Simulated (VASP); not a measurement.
```
CELL_PARAMETERS angstrom
      0.00000     3.13260     3.13260
      3.13260     0.00000     3.13260
      3.13260     3.13260     0.00000
ATOMIC_POSITIONS crystal
  Ga 0.00000 0.00000 0.00000
  Sb 0.25000 0.25000 0.25000
```

All values below come from revPBE GGA, VASP's PBE PAW potentials (set 64) (plane waves; VASP 6.6.1). Numerical set-up: 520 eV cut-off, Gaussian smearing of 0.050 eV, potentials Ga_d Sb.

Give the energies of bands 7 to 12 at the high-symmetry points, in eV from the Fermi level.

```tsv
band	Γ	X	U	L	W
7	-0.39	-6.47	-6.31	-6.00	-6.36
8	0.00	-2.33	-3.24	-1.04	-3.01
9	0.00	-2.33	-1.98	-1.04	-2.80
10	0.00	1.03	1.51	0.33	3.45
11	2.81	1.46	3.81	3.76	4.28
12	2.81	8.25	6.35	3.76	4.36
```

It has no gap at this level: it comes out as a metal or semimetal.

The compound is GaSb in the zinc blende structure. It was relaxed first, which changed the volume by +8 %.
